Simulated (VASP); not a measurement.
These are G0W0 on PBE orbitals, VASP's PBE PAW potentials (set 64) (plane waves; VASP) values and carry that method's errors.

The input files of a VASP run:

POSCAR:
```
SiC
1
    1.5400000000    -2.6673580000     0.0000000000
    1.5400000000     2.6673580000     0.0000000000
    0.0000000000     0.0000000000     5.0500000000
Si C
2 2
Direct
  0.6666670000   0.3333330000   0.5000000000
  0.3333330000   0.6666670000   0.0000000000
  0.6666670000   0.3333330000   0.8750000000
  0.3333330000   0.6666670000   0.3750000000
```

**INCAR**
```
SYSTEM = SiC
PREC = Normal; ENCUT = 500; LREAL = .FALSE.
LASPH = .TRUE.; NBANDS = 320
ALGO = EVGW0
ISMEAR = 0; SIGMA = 0.01
GGA = PE
LWAVE = .FALSE.; LCHARG = .FALSE.
NELMGW = 1; NOMEGA = 64; ENCUTGW = 200
NBANDSGW = 16; LSPECTRALGW = .TRUE.
```

KPOINTS:
```
Regular mesh
0
G
  4 4 2
```

POTCAR, in this order: Si_GW C_GW_new (PBE.64 set). Program: vasp_std. Read from the step before: WAVECAR, WAVEDER.

Output of the run:

File OSZICAR:
```
energies w=
    0.000    0.000    0.648    0.000    1.294    0.000    1.938    0.000
    2.577    0.000    3.211    0.000    3.838    0.000    4.458    0.000
    5.070    0.000    5.674    0.000    6.270    0.000    6.858    0.000
    7.437    0.000    8.009    0.000    8.573    0.000    9.131    0.000
    9.683    0.000   10.230    0.000   10.773    0.000   11.313    0.000
   11.851    0.000   12.388    0.000   12.926    0.000   13.464    0.000
   14.006    0.000   14.552    0.000   15.104    0.000   15.664    0.000
   16.232    0.000   16.812    0.000   17.404    0.000   18.012    0.000
   18.637    0.000   19.282    0.000   19.951    0.000   20.646    0.000
   21.371    0.000   22.131    0.000   22.931    0.000   23.775    0.000
   24.671    0.000   25.625    0.000   26.647    0.000   27.747    0.000
   28.938    0.000   30.233    0.000   31.652    0.000   33.215    0.000
   34.951    0.000   36.892    0.000   39.082    0.000   41.574    0.000
   44.441    0.000   47.777    0.000   51.711    0.000   56.420    0.000
   62.161    0.000   69.314    0.000   78.467    0.000   90.583    0.000
  107.360    0.000  132.084    0.000  172.069    0.000  247.542    0.000
NQ=   1    0.0000    0.0000    0.0000,
 performed        241000 updates of chi_q(r,r)
NQ=   2    0.2500    0.0000    0.0000,
 performed        666000 updates of chi_q(r,r)
NQ=   3    0.5000    0.0000    0.0000,
 performed       1030000 updates of chi_q(r,r)
NQ=   4    0.2500    0.2500    0.0000,
 performed       1517000 updates of chi_q(r,r)
NQ=   5    0.0000    0.0000    0.5000,
 performed       1758000 updates of chi_q(r,r)
NQ=   6    0.2500    0.0000    0.5000,
 performed       2183000 updates of chi_q(r,r)
NQ=   7    0.5000    0.0000    0.5000,
 performed       2547000 updates of chi_q(r,r)
NQ=   8    0.2500    0.2500    0.5000,
 performed       3034000 updates of chi_q(r,r)
 resolving degeneracies of screened two electron integrals
```

**OUTCAR**
```


 k-point   1 :       0.0000    0.0000    0.0000
  band No.  KS-energies  QP-energies   sigma(KS)   V_xc(KS)     V^pw_x(r,r')   Z            occupation Imag(sigma)

      1      -6.8438      -7.9995     -14.3311     -12.7318     -21.6844       0.7226       2.0000       1.3578
      2      -3.2679      -4.3121     -15.2036     -13.7642     -21.6746       0.7254       2.0000       0.8786
      3       0.0041      -0.9813     -13.3911     -12.0416     -17.9001       0.7303       2.0000       0.3635
      4       7.4025       6.5471     -15.4603     -14.3633     -17.6186       0.7798       2.0000       0.0682
      5       7.4025       6.5471     -15.4603     -14.3633     -17.6186       0.7798       2.0000       0.0682
      6       8.5863       7.8565     -15.7309     -14.8010     -17.4165       0.7847       2.0000       0.0574
      7       8.7317       7.9870     -15.8356     -14.8869     -17.6112       0.7850       2.0000       0.0586
      8       8.7317       7.9870     -15.8356     -14.8869     -17.6112       0.7850       2.0000       0.0586
      9      13.4617      13.8385     -11.6957     -12.1698      -6.7381       0.7949       0.0000      -0.0770
     10      14.9062      15.2600     -12.3336     -12.7881      -6.9352       0.7784       0.0000      -0.0940
     11      15.3255      15.7399     -10.7710     -11.2937      -5.5961       0.7927       0.0000      -0.0923
     12      15.3255      15.7399     -10.7710     -11.2937      -5.5961       0.7927       0.0000      -0.0923
     13      16.4196      16.8886     -11.3122     -11.9113      -5.7927       0.7829       0.0000      -0.1027
     14      17.6303      18.1468     -11.0821     -11.7441      -5.3492       0.7802       0.0000      -0.1284
     15      17.6303      18.1468     -11.0821     -11.7441      -5.3492       0.7802       0.0000      -0.1284
     16      20.0195      20.4563     -12.4439     -13.0304      -5.5527       0.7446       0.0000      -0.2783

 k-point   2 :       0.2500    0.0000    0.0000
  band No.  KS-energies  QP-energies   sigma(KS)   V_xc(KS)     V^pw_x(r,r')   Z            occupation Imag(sigma)

      1      -5.7823      -6.8855     -14.4083     -12.8954     -21.4931       0.7292       2.0000       1.2157
      2      -2.4086      -3.4511     -15.4689     -14.0346     -21.6823       0.7268       2.0000       0.7535
      3       0.9244      -0.0611     -13.6360     -12.3028     -17.7826       0.7392       2.0000       0.2935
      4       3.6048       2.6388     -14.1466     -12.8640     -17.2714       0.7531       2.0000       0.1342
      5       5.7660       4.8546     -15.2683     -14.0812     -17.8655       0.7677       2.0000       0.0893
      6       6.1947       5.2773     -14.9658     -13.7807     -17.4177       0.7742       2.0000       0.0799
      7       7.6760       6.8928     -15.2399     -14.2394     -17.0906       0.7828       2.0000       0.0621
      8       8.1274       7.3322     -15.6665     -14.6508     -17.6102       0.7830       2.0000       0.0627
      9      12.7250      12.9973     -10.5667     -10.9052      -5.8561       0.8045       0.0000      -0.0718
     10      14.5311      14.8593     -10.6783     -11.0920      -5.5589       0.7933       0.0000      -0.0887
     11      15.9431      16.4143     -12.1857     -12.7913      -6.6723       0.7780       0.0000      -0.1002
     12      16.2959      16.7403     -10.8206     -11.3864      -5.3702       0.7855       0.0000      -0.1102
     13      16.7524      17.2253     -11.5843     -12.1906      -6.0258       0.7801       0.0000      -0.1146
     14      17.9739      18.3792     -11.3822     -11.9015      -5.6751       0.7805       0.0000      -0.1371
     15      18.7540      19.1672     -11.4854     -12.0212      -5.4051       0.7713       0.0000      -0.1754
     16      19.4846      19.9269     -11.0080     -11.5778      -4.9029       0.7763       0.0000      -0.2068

 k-point   3 :       0.5000    0.0000    0.0000
  band No.  KS-energies  QP-energies   sigma(KS)   V_xc(KS)     V^pw_x(r,r')   Z            occupation Imag(sigma)

      1      -3.5307      -4.5837     -15.0300     -13.5976     -21.5235       0.7351       2.0000       0.9137
      2      -2.0625      -3.0859     -15.2281     -13.8103     -21.2405       0.7218       2.0000       0.6761
      3       0.9566      -0.0432     -14.2676     -12.9097     -18.5795       0.7362       2.0000       0.3000
      4       2.4379       1.4372     -14.4462     -13.0989     -18.1753       0.7427       2.0000       0.1949
      5       3.2663       2.3085     -14.0190     -12.7369     -17.2708       0.7470       2.0000       0.1458
      6       5.3965       4.4379     -14.7908     -13.5423     -17.4983       0.7678       2.0000       0.0913
      7       5.4092       4.5367     -13.8877     -12.7630     -16.1179       0.7757       2.0000       0.0828
      8       7.5372       6.6973     -15.5037     -14.4270     -17.6291       0.7801       2.0000       0.0676
      9      11.4577      11.6740     -10.3104     -10.5773      -5.8255       0.8102       0.0000      -0.0652
     10      12.9165      13.1712     -11.3672     -11.6863      -6.7729       0.7980       0.0000      -0.0706
     11      15.5546      15.9666     -11.5593     -12.0802      -6.3606       0.7909       0.0000      -0.0885
     12      15.7794      16.1846     -10.5701     -11.0813      -5.3076       0.7926       0.0000      -0.0984
     13      18.7542      19.2389     -11.2224     -11.8514      -5.1063       0.7707       0.0000      -0.1710
     14      18.8831      19.4190     -12.2563     -12.9570      -6.0470       0.7650       0.0000      -0.1766
     15      19.0340      19.5497     -12.3400     -13.0178      -5.9513       0.7609       0.0000      -0.1985
     16      21.2082      21.5518     -11.1458     -11.5962      -4.4640       0.7631       0.0000      -0.2932

 k-point   4 :       0.2500    0.2500    0.0000
  band No.  KS-energies  QP-energies   sigma(KS)   V_xc(KS)     V^pw_x(r,r')   Z            occupation Imag(sigma)

      1      -3.8590      -4.9189     -14.7870     -13.3468     -21.3269       0.7359       2.0000       0.9368
      2      -1.5955      -2.6331     -15.9010     -14.4799     -21.9353       0.7301       2.0000       0.6580
      3       1.5386       0.5568     -14.0499     -12.7208     -17.9881       0.7387       2.0000       0.2447
      4       2.7098       1.7134     -13.9635     -12.6313     -17.4207       0.7479       2.0000       0.1718
      5       3.2881       2.3265     -13.7720     -12.4930     -16.9196       0.7519       2.0000       0.1415
      6       3.9913       3.0337     -14.7220     -13.4521     -17.8362       0.7541       2.0000       0.1277
      7       5.8010       4.8841     -14.6478     -13.4613     -17.1184       0.7728       2.0000       0.0852
      8       6.0253       5.1532     -14.6061     -13.4807     -16.8798       0.7749       2.0000       0.0784
      9      11.8297      12.0082     -10.0360     -10.2567      -5.5535       0.8088       0.0000      -0.0665
     10      15.5328      15.8703     -11.3808     -11.8099      -6.1484       0.7865       0.0000      -0.0992
     11      16.4608      16.9293     -11.6356     -12.2344      -6.1547       0.7824       0.0000      -0.1082
     12      16.7645      17.2549     -11.7362     -12.3666      -6.1084       0.7779       0.0000      -0.1188
     13      17.8848      18.4104     -12.6238     -13.3102      -6.6347       0.7657       0.0000      -0.1415
     14      18.7305      19.2746     -12.1627     -12.8717      -5.9766       0.7674       0.0000      -0.1796
     15      19.3381      19.8075     -11.7612     -12.3714      -5.6005       0.7694       0.0000      -0.1842
     16      20.4804      21.0289     -11.5333     -12.2450      -5.1967       0.7707       0.0000      -0.2316

 k-point   5 :       0.0000    0.0000    0.5000
  band No.  KS-energies  QP-energies   sigma(KS)   V_xc(KS)     V^pw_x(r,r')   Z            occupation Imag(sigma)

      1      -5.6480      -6.7441     -14.4196     -12.9120     -21.4688       0.7271       2.0000       1.1934
      2      -5.6480      -6.7441     -14.4196     -12.9120     -21.4688       0.7271       2.0000       1.1934
      3       4.2684       3.3233     -14.6103     -13.3555     -17.6442       0.7532       2.0000       0.1192
      4       4.2684       3.3233     -14.6103     -13.3555     -17.6442       0.7532       2.0000       0.1192
      5       8.0122       7.2046     -15.6160     -14.5838     -17.5943       0.7824       2.0000       0.0634
      6       8.0122       7.2046     -15.6160     -14.5838     -17.5943       0.7824       2.0000       0.0634
      7       8.0122       7.2046     -15.6160     -14.5838     -17.5943       0.7824       2.0000       0.0634
      8       8.0122       7.2046     -15.6160     -14.5838     -17.5943       0.7824       2.0000       0.0634
      9      14.5569      14.9615     -11.5625     -12.0740      -6.3934       0.7909       0.0000      -0.0851
     10      14.5569      14.9615     -11.5625     -12.0740      -6.3934       0.7909       0.0000      -0.0851
     11      16.0151      16.4556     -10.7467     -11.3039      -5.4261       0.7907       0.0000      -0.1003
     12      16.0151      16.4556     -10.7467     -11.3039      -5.4261       0.7907       0.0000      -0.1003
     13      16.0151      16.4556     -10.7467     -11.3039      -5.4261       0.7907       0.0000      -0.1003
     14      16.0151      16.4556     -10.7467     -11.3039      -5.4261       0.7907       0.0000      -0.1003
     15      17.7946      18.2068     -12.4058     -12.9488      -6.2532       0.7593       0.0000      -0.1657
     16      17.7946      18.2068     -12.4058     -12.9488      -6.2532       0.7593       0.0000      -0.1657

 k-point   6 :       0.2500    0.0000    0.5000
  band No.  KS-energies  QP-energies   sigma(KS)   V_xc(KS)     V^pw_x(r,r')   Z            occupation Imag(sigma)

      1      -4.6236      -5.6822     -14.5697     -13.1068     -21.3241       0.7236       2.0000       1.0352
      2      -4.6236      -5.6822     -14.5697     -13.1068     -21.3241       0.7236       2.0000       1.0352
      3       3.6532       2.6903     -14.8583     -13.5719     -18.1977       0.7486       2.0000       0.1445
      4       3.6532       2.6903     -14.8583     -13.5719     -18.1977       0.7486       2.0000       0.1445
      5       5.7652       4.8659     -14.5161     -13.3526     -16.9224       0.7729       2.0000       0.0829
...
```
(Selected blocks of OUTCAR.)

The mesh is coarse and the basis finite, so the quasiparticle values are not converged.

The compound is SiC in the wurtzite structure, the rare 2H polytype. The cell was not relaxed at this level. The k-mesh is coarse (spacing up to 0.62 per Å, 2π included), so the numbers may not be converged in it.
